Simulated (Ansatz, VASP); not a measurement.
# SnTe: VASP beside Ansatz, part 2 of 2

Aim: how closely do two programs agree when they are given the same cell, functional and k mesh? The cell is taken from a series of runs on this material, whose earlier steps may have relaxed, scaled, displaced or heated it; both programs get it as it stands.

VASP 6.6.1 and Ansatz 0.2.0.

So far: Starting point; VASP: zone-centre phonons, r2SCAN.

**3. Ansatz: zone-centre phonons, r2SCAN**

Level of this step: Ansatz beside VASP: Kohn-Sham DFT, plane waves, r2SCAN (Ansatz).

Ansatz runs on its default PAW (the set named soft_2) files.

The same cell, functional, mesh and smearing now go to Ansatz, which takes its cutoff from its data sets.

Input file input.yaml:

```yaml
crystal:
  lattice:
    - [0.0, 3.1869875906, 3.1869875906]
    - [3.1869875906, 0.0, 3.1869875906]
    - [3.1869875906, 3.1869875906, 0.0]
  atoms:
    - { symbol: Sn, position: [0.0, 0.0, 0.0] }
    - { symbol: Te, position: [0.5, 0.5, 0.5] }
kpoints:
  mp_grid: { grid: [8, 8, 8] }
hamiltonian:
  xc: r2scan
scf:
  occupations: { method: gaussian, width: 0.01 }
output:
  eigenvalues: true
phonons:
  method: dfpt
```

Run with:

```sh
$ ansatz run input.yaml --threads 4 --pin off --max-ram 16384MiB --backend cpu --events-out ev --progress --plain --runs-dir out
```

Numbers of over 12 decimals in the logs are rounded to 6 here.

What it wrote:

```text
Engine: ansatz 0.2.0, aarch64-unknown-linux-gnu
Pseudopotentials: kind: paw
Pseudopotential: Sn, paw, valence charge 14, recommended cutoff 500 eV (meta_gga), Sn.paw.azcp
Pseudopotential: Te, paw, valence charge 16, recommended cutoff 500 eV (meta_gga), Te.paw.azcp
Functional definition: r2SCAN
  parameter k0 = 0.174
  parameter k1 = 0.065
  parameter a1 = 4.9479
  exchange = r2scan_x(k0 = k0, k1 = k1, a1 = a1)
  correlation = r2scan_c
Crystal: 2 atoms, lattice volume = 64.740 Å³
Basis set: ecut = 500 eV, 1639 PW (Γ), exchange–correlation on 180×180×180 points (125 copies of the dense FFT grid, shifted against one another)
Bands: 19, of which v1, the nominal top of the filled ones, is band 15 counted from 1 (14 counted from 0)
Symmetry: 48 space group operations
k-points: 59 of 512 (irreducible under 8 space group operations, time reversal used)
Non-local potential: Sn, projectors of the file, l = 0: 2, l = 1: 2, l = 2: 2, l = 3: 2
Non-local potential: Te, projectors of the file, l = 0: 2, l = 1: 2, l = 2: 2, l = 3: 2
PAW form: soft (Blöchl's): semilocal exchange-correlation on the pseudo side does not see the compensation charge
PAW frozen core: Sn, regenerated for the run's functional (the file was generated under x = pbe(κ = 0.804, μ = 0.219515), c = pbe(β = 0.066725))
PAW frozen core: Te, regenerated for the run's functional (the file was generated under x = pbe(κ = 0.804, μ = 0.219515), c = pbe(β = 0.066725))
PAW one-centre angular grid: Sn, 590 points (default); XC on 249 of its mesh's 2787 points in the sphere
PAW one-centre angular grid: Te, 590 points (default); XC on 160 Gauss nodes
Initial density: superposition of atomic densities (neutral atoms: chi_scale 0, normalization atom), corrected by the library's trained network
Initial wavefunctions: pseudopotential atomic-orbital guess
Functional: x = r2scan, c = r2scan; τ floored in thin density (d = 2e-4 eV/Å³)
SCF iter   1: F=—  HF=-13033.976184 eV  |F-HF|=—  |Δ(HF+E_count)|=         —  Δρ=3.46e-3  dr2=5.56e-3  dr2_τ=5.73e-4  ethr=1.77e-3  ⟨swp⟩=6.6  Hψ=6071  notcnv=0
preconditioner: auto → none  [insulator: Δε(μ)=0.112 eV  Ē_g=9.006 eV  σ=0.010 eV  W_gap=1.00  n_scr=14 (ndim 8)  ℏωp=14.6 eV  f_vac=0.012  D(μ)=0.00/eV (n_scr^D=0)  ε∞_Penn≈3.6]
SCF iter   2: F=—  HF=-13033.984181 eV  |F-HF|=—  |Δ(HF+E_count)|=   8.00e-3  Δρ=1.31e-3  dr2=8.20e-4  dr2_τ=3.13e-5  ethr=1.85e-5  ⟨swp⟩=2.9  Hψ=2603  notcnv=0
SCF iter   3: F=—  HF=-13033.984495 eV  |F-HF|=—  |Δ(HF+E_count)|=   3.14e-4  Δρ=4.27e-4  dr2=5.62e-5  dr2_τ=3.80e-6  ethr=2.73e-6  ⟨swp⟩=2.0  Hψ=2242  notcnv=0
SCF iter   4: F=—  HF=-13033.984510 eV  |F-HF|=—  |Δ(HF+E_count)|=   1.50e-5  Δρ=1.07e-4  dr2=2.77e-6  dr2_τ=9.12e-8  ethr=1.87e-7  ⟨swp⟩=2.0  Hψ=1701  notcnv=0
SCF iter   5: F=—  HF=-13033.984512 eV  |F-HF|=—  |Δ(HF+E_count)|=   2.31e-6  Δρ=2.31e-5  dr2=8.04e-7  dr2_τ=2.53e-9  ethr=9.22e-9  ⟨swp⟩=2.0  Hψ=2007  notcnv=0
SCF iter   6: F=—  HF=-13033.984512 eV  |F-HF|=—  |Δ(HF+E_count)|=   2.82e-7  Δρ=7.34e-6  dr2=4.26e-8  dr2_τ=3.57e-10  ethr=2.68e-9  ⟨swp⟩=2.9  Hψ=2007  notcnv=0
SCF iter   7: F=—  HF=-13033.984512 eV  |F-HF|=—  |Δ(HF+E_count)|=   5.38e-9  Δρ=1.57e-6  dr2=7.62e-10  dr2_τ=2.22e-11  ethr=1.42e-10  ⟨swp⟩=2.0  Hψ=1711  notcnv=0
SCF iter   8: F=—  HF=-13033.984512 eV  |F-HF|=—  |Δ(HF+E_count)|=  6.98e-10  Δρ=1.72e-7  dr2=3.28e-11  dr2_τ=2.70e-13  ethr=2.54e-12  ⟨swp⟩=2.0  Hψ=1416  notcnv=0
SCF iter   9: F=-13033.984512 eV  HF=-13033.984512 eV  |F-HF|=7.28e-12  |Δ(HF+E_count)|=  7.28e-12  Δρ=2.30e-8  dr2=1.57e-13  dr2_τ=6.00e-15  ethr=1.00e-12  ⟨swp⟩=6.8  Hψ=4932  notcnv=0
SCF 1 converged in 9 iterations: F = -13033.984512 eV  dr2 = 1.57e-13
  greatest PAW one-centre occupation: 0.997 electrons in one spin orbital (limit 2), on the Te atom at site 1 (counted from 0), in its partial waves of l = 2
DFPT response loops at Γ: preconditioner auto → Resta (q_TF=auto, 2.400 Å⁻¹)  ε∞=20.8 (no band partly filled); β = 1.00, the filter's whole step (`scf.mixing.beta` (0.50) is not read by the response loops at its default; to damp them type it under 1.00, their step now; it binds the ground state too); Broyden in place of MSR1
SCF converged after 9 iterations
Free energy (F): -13033.984512 eV
Harris-Foulkes:  -13033.984512 eV  (|F-HF|=7.28e-12)
Internal energy: -13033.984512 eV  (E = F + TS)
E sigma→0 (E₀):  -13033.984512 eV
Fermi energy:    9.297726 eV
--- Per-component energies (eV) ---
  E_band       = -388.177821
  E_kinetic    = 364.775274
  E_local      = -2205.644178  (includes V_loc(G=0)·N_el)
  E_nonlocal   = -343.694639
  E_hartree    = 1374.580170
  E_xc         = -490.643440
  E_vxc        = -216.685221  (∫ρ·V_xc dr)
  E_paw        = -8842.059760  (= ΣΔE_a)
  E_vpaw       = -749.468595  (= ΣTr[D̂ρ^β])
  E_aug_tail   = -0.000036  (compensation charges beyond the density's cutoff)
  E_vtau       = 13.379222  (kinetic-family band-sum trace: ∫τ·v_τ [+ j·A + Jᵃ·Aᵃ] dr)
  E_ewald      = -2892.318077
  E_core_change = 1.020175  (= ΣΔE_core)
  E_smearing   = -0.000000  (= −TS)
  E_closure    = 0.000000  (closes the sum)
  Σ components = -13033.984512   (vs F -13033.984512, Δ=0.00e0)
--- Band table (eV; the first three rows and the last of 59) ---
  k-point 0: bands = [... 11 lower, 4.3521, 6.8393, 6.8393, 6.8393, 12.5885, 12.5885, 12.5885, 14.2795]
  k-point 1: bands = [... 11 lower, 3.6063, 6.8669, 6.8669, 7.3890, 11.9040, 11.9040, 11.9784, 14.2224]
  k-point 2: bands = [... 11 lower, 2.2928, 6.9598, 6.9598, 8.1627, 10.7856, 10.7856, 10.9279, 14.6504]
  k-point 58: bands = [... 11 lower, 1.5807, 4.2364, 4.2364, 8.2016, 10.0716, 14.0448, 14.0448, 15.4123]
--- Phonons (Γ-DFPT): 2 representative perturbations + reference, on 59 of 512 k-points (Σ response iterations 15) ---
  k mesh reduced under 8 symmetry operations, with k and −k counted as one. Each operation leaves every solved perturbation unchanged. A smaller set is not considered because the functional reads the kinetic-energy density
  ASR residual: 1.231e-4 → 0.000e0 eV/Å²; symmetrization residual: 8.414e-5 eV/Å²
  ASR residual per site (eV/Å²): 2.67e-5 1.23e-4
  Γ frequencies (cm⁻¹): -62.75 -62.75 -62.75 0.00 0.00 0.00
  non-analytic LO–TO correction: not included (Born effective charges unavailable; polar crystals: no LO–TO splitting at Γ)
```

Reading the cycles: dr2 is the Hartree energy of the density residual (eV), the measure of convergence; HF is the Harris–Foulkes estimate of the energy, which meets the free energy F at convergence.

**4. Comparison**

Known differences besides the potentials themselves: VASP keeps PBE cores, Ansatz makes them for the functional; the data sets hold 30 valence electrons in Ansatz (on its default PAW (the set named soft_2) files) and 20 in VASP; the cutoff is 500 eV in Ansatz and 550 eV in VASP; VASP uses finite displacements, Ansatz perturbation theory. Total energies have different zeros and are not compared.

Compared:

```tsv
quantity	Ansatz	VASP	difference
optical mode 1 to 3 (imaginary, printed as negative) (cm⁻¹)	-62.8	-61.1	-1.6
```

Modes are paired by rising frequency, not by their patterns, so a pair may set unlike modes beside each other; they are those without the splitting of longitudinal modes.

**5. What came out**

| Item | Value |
| --- | --- |
| r.m.s. difference of the optical zone-centre modes, each program's sorted by frequency (zone-centre phonons, r2SCAN) | 1.6 cm⁻¹ |

**Reading.** The r.m.s. difference of the optical zone-centre modes, each program's sorted by frequency is 1.6 cm⁻¹ (zone-centre phonons, r2SCAN). The data sets hold unlike numbers of valence electrons (30 in Ansatz and 20 in VASP), so part of the differences comes from the potentials. Such differences can come from data sets, numerical settings and the points named under the comparisons, not from the functional's error against experiment.

[Lines on the potential files, build, host, timing and source positions are cut from VASP's logs without a mark.]

[Logs are printed without paths, hosts, clocks, repeated set-up lines and the standing remarks that a program may print on its own settings, such as how far it seeks lower states.]

[Hosts, paths, dates, database ids (printed as entryN), source tags and the programs' standing remarks are cut or masked in the printed files.]
